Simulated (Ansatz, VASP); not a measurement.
# CsP2: VASP beside Ansatz

```
Cs P
1.0
     3.55626    0.00000    0.00000
     0.00000    3.55626    0.00000
     0.00000    0.00000    6.19885
Cs P
1 2
Direct
  0.00000 0.00000 0.00000
  0.50000 0.00000 0.50008
  0.00000 0.50000 0.49992
```

Change from the starting cell: ordered vacancies on the cation sites of zinc blende (P-4m2, No. 115).

Alike in both runs: functional PBE; k mesh 4 × 4 × 4; occupations gaussian, width 0.1 eV; no spin polarisation.

Ansatz relaxed the structure, and its values are those at the end. VASP's run is a single point on that final structure, the one shown.

|  | VASP | Ansatz |
| --- | --- | --- |
| version | VASP 6.6.1 | Ansatz 0.2.0 |
| potentials or method | VASP PAW PBE potentials, release 64 (Cs_sv, P) | scalar-relativistic, plane waves, PAW |
| plane-wave cutoff (eV) | 520 | 420 |
| valence electrons in the cell | 19 | 19 |

Ansatz gave:

```
gap on the k mesh at the Fermi level (eV) : none
pressure (GPa)                            : 0.0
```

Task: What did VASP give for the same quantities?

Result: gap on the k mesh at the Fermi level (eV): none; pressure (GPa): 0.1.

A gap of «none» marks a metal or a gap that the smearing closes.

Caveats: the k mesh is coarse (spacing up to 0.44 Å⁻¹), so the values aren't converged. Spin-orbit coupling is left out, which matters for the levels of Cs.
